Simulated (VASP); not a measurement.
# Pb (Lead) with PBEsol: from relaxation to properties, part 2 of 2

Aim: relax Pb (Lead) with PBEsol, compute its properties on that cell and hold them against experiment. Left out of this account: 1 further run (relaxation: a spoilt try). The start is a cell from a database of measured crystal structures.

VASP 6.6.1; PBEsol; plane waves and PAW (Pb_d).

Still holding for the runs below: The k-mesh is coarse for a metal.

So far. Step 9 (Volume scan with PBEsol, volume scale 0.98): The run ends at a pressure of 1.02 GPa.

## 10. Volume scan with PBEsol, volume scale 1

File INCAR:

```
SYSTEM = Pb
PREC = Accurate
ENCUT = 400
EDIFF = 1E-06
NELM = 100
ISMEAR = 1
SIGMA = 0.2
LREAL = .FALSE.
ALGO = Normal
GGA = PS
NBANDS = 13
LORBIT = 11
LWAVE = .FALSE.
LCHARG = .FALSE.
KPAR = 2
ISIF = 2
```

File POSCAR:

```
Pb
1.0
    0.0000000000      2.4735270012      2.4735270012
    2.4735270012      0.0000000000      2.4735270012
    2.4735270012      2.4735270012      0.0000000000
Pb
1
Direct
    0.0000000000      0.0000000000      0.0000000000
```

File KPOINTS:

```
Automatic mesh
0
Gamma
7 7 7
0 0 0
```

Potentials, in the order of the species: Pb_d (PBE family, release 64).

Started as:

```sh
$ mpirun -np 2 vasp_std
```

It took 3 s on 2 MPI ranks of Intel Xeon Platinum 8488C (Sapphire Rapids), shared host; peak memory 0.25 GiB; 4.9 s of CPU time.

The pressure falls from 1.02 to 0.02 GPa.

The run ends at a pressure of 0.02 GPa.

## 11. Volume scan with PBEsol, volume scale 1.02

INCAR is that of step 10.

File POSCAR:

```
Pb
1.0
    0.0000000000      2.4899084521      2.4899084521
    2.4899084521      0.0000000000      2.4899084521
    2.4899084521      2.4899084521      0.0000000000
Pb
1
Direct
    0.0000000000      0.0000000000      0.0000000000
```

KPOINTS is that of step 10.

Started as:

```sh
$ mpirun -np 2 vasp_std
```

Wall time 3.4 s (2 MPI ranks); peak memory 0.25 GiB.

The pressure falls from 0.02 to -0.85 GPa.

The run ends at a pressure of -0.85 GPa.

## 12. Volume scan with PBEsol, volume scale 1.04

INCAR is that of step 11.

File POSCAR:

```
Pb
1.0
    0.0000000000      2.5060771419      2.5060771419
    2.5060771419      0.0000000000      2.5060771419
    2.5060771419      2.5060771419      0.0000000000
Pb
1
Direct
    0.0000000000      0.0000000000      0.0000000000
```

KPOINTS is that of step 11.

Started as:

```sh
$ mpirun -np 2 vasp_std
```

Elapsed: 2.8 s, on 2 MPI ranks; peak memory 0.24 GiB; 4.1 s of CPU time.

The pressure falls from -0.85 to -1.66 GPa.

The run ends at a pressure of -1.66 GPa.

## 13. Volume scan with PBEsol, volume scale 1.06

A prediction first. A parabola through the 6 pressures of evenly scaled cells so far, P = 0.01 -47.6 t +135 t² GPa with t = ln(V/V₁) and V₁ the volume at scale 1, gives -2.30 GPa at t = +0.0583.

INCAR is that of step 12.

File POSCAR:

```
Pb
1.0
    0.0000000000      2.5220398470      2.5220398470
    2.5220398470      0.0000000000      2.5220398470
    2.5220398470      2.5220398470      0.0000000000
Pb
1
Direct
    0.0000000000      0.0000000000      0.0000000000
```

KPOINTS is that of step 12.

Started as:

```sh
$ mpirun -np 2 vasp_std
```

Elapsed: 3.2 s, on 2 MPI ranks; peak memory 0.25 GiB.

The pressure falls from -1.66 to -2.37 GPa. The parabola predicted -2.30 GPa, +0.07 GPa off.

## 14. Side by side

Times are for 2 MPI ranks of Intel Xeon Platinum 8488C (Sapphire Rapids), shared host. Results by setting:

```csv
no.,volume scale,energy above the lowest point (meV/atom),pressure (GPa),time,memory (GiB)
1,0.94,19.06,3.485,3.4 s,0.24
2,0.96,8.31,2.166,3 s,0.24
3,0.98,2.17,1.024,3.2 s,0.24
4,1,0,0.01608,3 s,0.25
5,1.02,1.34,-0.8534,3.4 s,0.25
6,1.04,5.78,-1.659,2.8 s,0.24
7,1.06,12.97,-2.371,3.2 s,0.25
```

## 15. Fit for PBEsol

This step: Birch-Murnaghan fit, PBEsol; plane waves and PAW (VASP 6.6.1).

This step runs nothing: it gathers the runs above.

This step gave:

* pressure derivative of the bulk modulus: 5.436
* r.m.s. error of the fit: 1.22e-5 eV/atom
* minimum inside the sampled range: yes
* bulk modulus: 46.07 GPa
* equilibrium volume of the fit: 30.33 Å³/atom

The energy above the fitted minimum by volume:

```csv
volume (Å³/atom),energy above the fitted minimum (eV/atom)
28.45,0.0191
29.06,0.00834
29.66,0.00219
30.27,2.8e-5
30.87,0.00137
31.48,0.00581
32.08,0.0130
```

The fitted volume lies +0.19 % from the relaxed one. At a finite cutoff and mesh the minimum of the energy and the zero of the stress don't quite coincide, and the relaxation stops at a threshold.

## 16. Field gradients at the nuclei (PBEsol)

This step: PBEsol; plane waves and PAW (Pb_d) (VASP 6.6.1).

Field gradients probe how far the charge around each nucleus departs from cubic symmetry; LASPH keeps the non-spherical terms inside the spheres.

INCAR: that of step 13 with these lines changed.

```diff
@@ -3,3 +3,3 @@
 ENCUT = 400
-EDIFF = 1E-06
+EDIFF = 1E-07
 NELM = 100
@@ -15,2 +15,3 @@
 KPAR = 2
-ISIF = 2
+LEFG = .TRUE.
+LASPH = .TRUE.
```

File POSCAR:

```
Pb
1.0
    0.0000000000      2.4735270012      2.4735270012
    2.4735270012      0.0000000000      2.4735270012
    2.4735270012      2.4735270012      0.0000000000
Pb
1
Direct
    0.0000000000      0.0000000000      0.0000000000
```

KPOINTS is that of step 13.

Started as:

```sh
$ mpirun -np 2 vasp_std
```

Wall time 4.4 s (2 MPI ranks); peak memory 0.24 GiB.

Numbers from this step:

| Quantity | Value |
| --- | --- |
| SCF cycles | 11 |
| free energy (TOTEN) | -4.008 eV |
| Fermi energy | 7.032 eV |
| pressure | 0.03101 GPa |

Electric field gradients, by row:

```csv
atom,Vxx (V/Å²),Vyy (V/Å²),Vzz (V/Å²),asymmetry
Pb1,0.001,0.001,-0.002,-
```

All gradients vanish within the noise.

The run ends at a pressure of 0.03 GPa.

## 17. Outcome

- relaxed volume: 30.27 Å³/atom
- relaxed conventional cell a, b, c: 4.947, 4.947, 4.947 Å
- space group after relaxing, within 0.02 Å: Fm-3m (No. 225)
- band gap: none, a metal
- DOS at the Fermi level: 0.525 states/eV/cell
- shallowest level of the frozen cores: Pb1 5p, 81.3 eV deep
- bulk modulus from the fit: 46.1 GPa
- volume from the fit: 30.3 Å³/atom
- largest field gradient Vzz: zero within the noise on all sites

In words: With PBEsol, Pb (Lead) relaxes to 30.27 Å³/atom in space group Fm-3m (held by the symmetry of the run), comes out as a metal and has a bulk modulus of 46.1 GPa. Against the listed cell the volume lies -0.2 %. Bands along the symmetry lines (PBEsol): Of the bands kept, 2 cross the Fermi level on this path. Spin-orbit coupling is left out, and with elements this heavy it would split and shift bands near the Fermi level. The k-sampling is coarse for a metal, so the Fermi level, pressures and the shape of the cell carry errors. No search among competing phases was made. All values are for a static lattice at zero temperature.

Comparison with the measured values:

| quantity | measured | PBEsol |
| --- | --- | --- |
| lattice constant a (Å) | 4.95 | 4.947 (-0.1 %) |

Measured values from arxiv:1901.05089 (2019).

Verdict: The lattice constant a is off by -0.1 %: good agreement. The grades are ours: good and fair within 0.7 and 1.5 % for the lattice constant a. For lattice constants the calculation has a static lattice, without zero-point motion or thermal expansion.

[Lines on the potential files, build, host, timing and source positions are cut from VASP's logs without a mark.]

[Logs are printed without paths, hosts, clocks, repeated set-up lines and the standing remarks that a program may print on its own settings, such as how far it seeks lower states.]

[Hosts, paths, dates, database ids (printed as entryN), source tags and the programs' standing remarks are cut or masked in the printed files.]

[A measured line is paired with the nearest computed mode of its activity, which favours agreement.]
